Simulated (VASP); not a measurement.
Computed with RPBE GGA, VASP's PBE PAW potentials (set 64) (plane waves; VASP).

VASP ran on this input.

INCAR:
```
SYSTEM = Tb
PREC = Accurate
ENCUT = 520
EDIFF = 1E-7
NELM = 100
ALGO = Normal
LREAL = .FALSE.
LASPH = .TRUE.
ISMEAR = 1
SIGMA = 0.1
GGA = RP
LMAXMIX = 6
LWAVE = .FALSE.
LCHARG = .FALSE.
ISIF = 4
IBRION = 2
NSW = 30
EDIFFG = -0.01
```

File KPOINTS:
```
Automatic mesh
0
Gamma
11 11 7
0 0 0
```

POSCAR:
```
Tb
1
    1.8531758415    -3.2097942186     0.0000000000
    1.8531758415     3.2097942186     0.0000000000
    0.0000000000     0.0000000000     5.7130323816
Tb
2
Direct
  0.3333330000   0.6666670000   0.2500000000
  0.6666670000   0.3333330000   0.7500000000
```

POTCAR, in this order: Tb_3 (PBE.64 set). Program: vasp_std.

What VASP printed:

**OSZICAR**
```
       N       E                     dE             d eps       ncg     rms          rms(c)
DAV:   1     0.437390827133E+02    0.43739E+02   -0.89205E+03  1664   0.123E+03
DAV:   2    -0.616268855048E+01   -0.49902E+02   -0.48821E+02  1774   0.259E+02
DAV:   3    -0.836293082621E+01   -0.22002E+01   -0.20420E+01  2269   0.315E+01
DAV:   4    -0.841372302716E+01   -0.50792E-01   -0.50398E-01  1942   0.488E+00
DAV:   5    -0.841515574250E+01   -0.14327E-02   -0.14312E-02  2415   0.664E-01    0.231E+01
DAV:   6    -0.841926938798E+01   -0.41136E-02   -0.24249E-02  1983   0.136E+00    0.138E+01
DAV:   7    -0.843053152465E+01   -0.11262E-01   -0.46193E-02  1967   0.189E+00    0.221E-01
DAV:   8    -0.843034254674E+01    0.18898E-03   -0.22879E-03  1974   0.384E-01    0.651E-02
DAV:   9    -0.843036921305E+01   -0.26666E-04   -0.22539E-04  2084   0.120E-01    0.377E-02
DAV:  10    -0.843036099478E+01    0.82183E-05   -0.34602E-05  2014   0.425E-02    0.454E-02
DAV:  11    -0.843036377749E+01   -0.27827E-05   -0.52111E-06  1984   0.184E-02    0.256E-03
DAV:  12    -0.843036400232E+01   -0.22484E-06   -0.22942E-07  1842   0.414E-03    0.431E-03
DAV:  13    -0.843036383313E+01    0.16919E-06   -0.60941E-08  1187   0.193E-03    0.489E-04
DAV:  14    -0.843036381474E+01    0.18392E-07   -0.10034E-08  1112   0.850E-04
   1 F= -.84303638E+01 E0= -.84293621E+01  d E =-.843036E+01
       N       E                     dE             d eps       ncg     rms          rms(c)
DAV:   1    -0.843415388203E+01   -0.37900E-02   -0.14134E-01  1664   0.277E+00    0.248E-01
DAV:   2    -0.843241708708E+01    0.17368E-02   -0.23192E-03  1994   0.408E-01    0.150E-01
DAV:   3    -0.843160872290E+01    0.80836E-03   -0.10475E-03  2055   0.256E-01    0.649E-02
DAV:   4    -0.843161646552E+01   -0.77426E-05   -0.16616E-04  2125   0.950E-02    0.356E-02
DAV:   5    -0.843161726072E+01   -0.79520E-06   -0.39752E-06  2216   0.160E-02    0.683E-03
DAV:   6    -0.843161706513E+01    0.19559E-06   -0.44614E-07  2229   0.517E-03    0.184E-03
DAV:   7    -0.843161702317E+01    0.41959E-07   -0.41571E-08  1032   0.194E-03
   2 F= -.84316170E+01 E0= -.84308045E+01  d E =-.125321E-02
       N       E                     dE             d eps       ncg     rms          rms(c)
DAV:   1    -0.843409882011E+01   -0.24818E-02   -0.11626E-01  1664   0.251E+00    0.227E-01
DAV:   2    -0.843264700586E+01    0.14518E-02   -0.19191E-03  1969   0.371E-01    0.137E-01
DAV:   3    -0.843197330311E+01    0.67370E-03   -0.88019E-04  2050   0.235E-01    0.597E-02
DAV:   4    -0.843198045221E+01   -0.71491E-05   -0.13772E-04  2102   0.862E-02    0.326E-02
DAV:   5    -0.843198104081E+01   -0.58860E-06   -0.33271E-06  2234   0.146E-02    0.638E-03
DAV:   6    -0.843198086489E+01    0.17591E-06   -0.38961E-07  2218   0.483E-03    0.166E-03
DAV:   7    -0.843198083276E+01    0.32133E-07   -0.35359E-08   987   0.177E-03
   3 F= -.84319808E+01 E0= -.84313015E+01  d E =-.161702E-02
```

### OUTCAR
```
------------------------ aborting loop because EDIFF is reached ----------------------------------------
  FORCE on cell =-STRESS in cart. coord.  units (eV):
  Direction    XX          YY          ZZ          XY          YZ          ZX
  --------------------------------------------------------------------------------------
  Total       -0.0304213     -0.0304213     -0.0308616      0.0000000     -0.0000000      0.0000000
  in kB       -0.7171294     -0.7171291     -0.7275082      0.0000000     -0.0000000      0.0000000
  external PRESSURE =      -0.7205889 kB  Pullay stress =       0.0000000 kB
  volume of cell :       67.97
      direct lattice vectors                 reciprocal lattice vectors
     1.843983551 -3.193872711  0.000000000     0.271152093 -0.156549758  0.000000000
     1.843983551  3.193872711  0.000000000     0.271152093  0.156549758 -0.000000000
     0.000000000  0.000000000  5.770133480    -0.000000000 -0.000000000  0.173306216
 POSITION                                       TOTAL-FORCE (eV/Angst)
 -----------------------------------------------------------------------------------
      1.84398      1.06463      1.44253        -0.000000      0.000000      0.000000
      1.84398     -1.06463      4.32760         0.000000     -0.000000     -0.000000
 -----------------------------------------------------------------------------------
    total drift:                               -0.000005      0.000114     -0.000011
  FREE ENERGIE OF THE ION-ELECTRON SYSTEM (eV)
  ---------------------------------------------------
  free  energy   TOTEN  =        -8.4319808328 eV

  energy  without entropy=       -8.4299426992  energy(sigma->0) =       -8.43130145

 reached required accuracy - stopping structural energy minimisation
```
(Selected blocks of OUTCAR.)

File CONTCAR:
```
Tb
   1.00000000000000
     1.8439835507129039   -3.1938727111626450    0.0000000000000000
     1.8439835507129039    3.1938727111626450    0.0000000000000000
     0.0000000000000000    0.0000000000000000    5.7701334800997257
  Tb
     2
Direct
     0.3333330000000032    0.6666669999999968    0.2500000000000000
     0.6666669999999968    0.3333330000000032    0.7500000000000000
```

The 4f electrons are frozen in the core of the lanthanide potential, so 4f levels, which can set the real gap, and their magnetism are missing.

The compound is Tb in the hcp structure. This run relaxes it. Symmetry was kept, so distortions that lower it aren't found.
